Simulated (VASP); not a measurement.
Given:

```
CELL_PARAMETERS angstrom
      0.00000     3.69429     3.69429
      3.69429     0.00000     3.69429
      3.69429     3.69429     0.00000
ATOMIC_POSITIONS crystal
  Cs 0.00000 0.00000 0.00000
  Br 0.50000 0.50000 0.50000
```

Method: HSE06 screened hybrid, VASP's PBE PAW potentials (set 64) (plane waves; VASP). Numerical set-up: 400 eV cut-off, 6×6×6 Γ-centred mesh, Gaussian smearing of 0.050 eV, potentials Cs_sv Br.

Unless said otherwise, spin-orbit coupling is left out, though it shifts the bands of the heavy elements here.

### Question
Give the energies of bands 3 to 11 at the high-symmetry points, in eV from the valence-band maximum.

### Answer

```json
[
 {"band": "3", "Γ": "-6.49", "X": "-6.76", "U": "-6.72", "L": "-6.54", "W": "-6.68"},
 {"band": "4", "Γ": "-6.49", "X": "-6.60", "U": "-6.58", "L": "-6.50", "W": "-6.68"},
 {"band": "5", "Γ": "-6.49", "X": "-6.60", "U": "-6.56", "L": "-6.50", "W": "-6.50"},
 {"band": "6", "Γ": "0.00", "X": "-0.14", "U": "-0.30", "L": "-0.67", "W": "-0.39"},
 {"band": "7", "Γ": "0.00", "X": "-0.04", "U": "-0.18", "L": "-0.33", "W": "-0.11"},
 {"band": "8", "Γ": "0.00", "X": "-0.04", "U": "-0.13", "L": "-0.33", "W": "-0.11"},
 {"band": "9", "Γ": "5.40", "X": "6.24", "U": "6.90", "L": "7.84", "W": "7.54"},
 {"band": "10", "Γ": "7.68", "X": "7.83", "U": "8.55", "L": "7.95", "W": "7.54"},
 {"band": "11", "Γ": "7.68", "X": "9.44", "U": "8.62", "L": "9.42", "W": "8.63"}
]
```

The gap is direct, 5.40 eV, from the valence maximum at Γ to the conduction minimum at Γ.

The structure comes from a computed database's CsBr entry (Fm-3m); how it stands against other phases isn't given here. It was relaxed first. The cell's shape comes from a PBE relaxation.
